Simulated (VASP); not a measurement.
A convergence study with VASP on MgO (rock salt): a few settings are varied, all else stays as given below, so the limit is that of these other settings.

```xyz
2
Lattice="0.0000 2.1050 2.1050 2.1050 0.0000 2.1050 2.1050 2.1050 0.0000" Properties=species:S:1:pos:R:3 pbc="T T T"
Mg     0.0000     0.0000     0.0000
O      2.1050     2.1050     2.1050
```

These are LDA (Ceperley-Alder, Perdew-Zunger), VASP's LDA PAW potentials (set 64) (plane waves; VASP 6.6.1) values and carry that method's errors. The last row used: 700 eV cut-off, 18×18×18 Γ-centred mesh, second-order Methfessel-Paxton smearing of 0.40 eV, potentials Mg O.

Gaps are read on the run's mesh, which can miss a band edge.

```
setting                                   E (eV/atom)  pressure (GPa)  gap on the mesh (eV)  irreducible k-points
----------------------------------------  -----------  --------------  --------------------  --------------------
ISMEAR = -1, SIGMA = 0.01, 6×6×6 mesh         -6.7164           -7.80                 4.673                    16
ISMEAR = -1, SIGMA = 0.1, 6×6×6 mesh          -6.7164           -7.80                 4.673                    16
ISMEAR = 0, SIGMA = 0.01, 6×6×6 mesh          -6.7164           -7.80                 4.673                    16
ISMEAR = 0, SIGMA = 0.2, 6×6×6 mesh           -6.7164           -7.80                 4.673                    16
ISMEAR = 1, SIGMA = 0.05, 6×6×6 mesh          -6.7164           -7.80                 4.673                    16
ISMEAR = 1, SIGMA = 0.2, 6×6×6 mesh           -6.7165           -7.82                 4.673                    16
ISMEAR = 2, SIGMA = 0.05, 6×6×6 mesh          -6.7164           -7.80                 4.673                    16
ISMEAR = 2, SIGMA = 0.2, 6×6×6 mesh           -6.7165           -7.80                 4.673                    16
ISMEAR = -1, SIGMA = 0.01, 12×12×12 mesh      -6.7167           -7.79                 4.674                    72
ISMEAR = -1, SIGMA = 0.2, 12×12×12 mesh       -6.7167           -7.79                 4.674                    72
ISMEAR = 0, SIGMA = 0.01, 12×12×12 mesh       -6.7167           -7.79                 4.674                    72
ISMEAR = 0, SIGMA = 0.4, 12×12×12 mesh        -6.7167           -7.79                 4.674                    72
ISMEAR = 1, SIGMA = 0.05, 12×12×12 mesh       -6.7167           -7.80                 4.674                    72
ISMEAR = 1, SIGMA = 0.4, 12×12×12 mesh        -6.7168           -7.91                 4.676                    72
ISMEAR = 2, SIGMA = 0.05, 12×12×12 mesh       -6.7167           -7.79                 4.674                    72
ISMEAR = 2, SIGMA = 0.4, 12×12×12 mesh        -6.7165           -7.82                 4.674                    72
ISMEAR = -1, SIGMA = 0.05, 18×18×18 mesh      -6.7167           -7.79                 4.674                   195
ISMEAR = -1, SIGMA = 0.2, 18×18×18 mesh       -6.7167           -7.79                 4.674                   195
ISMEAR = 0, SIGMA = 0.1, 18×18×18 mesh        -6.7167           -7.79                 4.674                   195
ISMEAR = 0, SIGMA = 0.4, 18×18×18 mesh        -6.7167           -7.79                 4.674                   195
ISMEAR = 1, SIGMA = 0.1, 18×18×18 mesh        -6.7167           -7.80                 4.674                   195
ISMEAR = 1, SIGMA = 0.4, 18×18×18 mesh        -6.7167           -7.91                 4.675                   195
ISMEAR = 2, SIGMA = 0.1, 18×18×18 mesh        -6.7167           -7.80                 4.674                   195
ISMEAR = 2, SIGMA = 0.4, 18×18×18 mesh        -6.7165           -7.82                 4.674                   195
```

Left out are rungs that failed or repeat a setting and relaxations that didn't move; long series are thinned to 24 rows.

The compound is MgO in the rock salt structure. The cell was not relaxed at this level.
